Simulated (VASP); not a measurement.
Input:

```
CELL_PARAMETERS angstrom
      0.00000     2.29474     2.29474
      2.29474     0.00000     2.29474
      2.29474     2.29474     0.00000
ATOMIC_POSITIONS crystal
  Li 0.25000 0.25000 0.25000
  Li 0.75000 0.75000 0.75000
  O  0.00000 0.00000 0.00000
```

Method: revTPSS meta-GGA, VASP's PBE PAW potentials (set 64) (plane waves; VASP). Numerical set-up: 520 eV cut-off, 9×9×9 Γ-centred mesh, tetrahedra with Blöchl corrections, potentials Li_sv O.

Question: Give the energies of bands 4 to 7 at the high-symmetry points, in eV from the valence-band maximum.

Answer: 
```json
[
 {"band": "4", "Γ": "0.00", "X": "-1.69", "U": "-2.11", "L": "-2.92", "W": "-1.90"},
 {"band": "5", "Γ": "0.00", "X": "-1.43", "U": "-1.59", "L": "-0.46", "W": "-1.55"},
 {"band": "6", "Γ": "0.00", "X": "-1.43", "U": "-1.12", "L": "-0.46", "W": "-1.55"},
 {"band": "7", "Γ": "5.31", "X": "4.95", "U": "6.59", "L": "9.34", "W": "7.20"}
]
```

The gap is indirect, 4.95 eV, from the valence maximum at Γ to the conduction minimum at X.

Measured: gap 8.00 eV (computed value off by -3.05 eV), as given by Das et al., (2018), arXiv:1807.05623.

The compound is Li2O in the antifluorite structure. It was relaxed first.
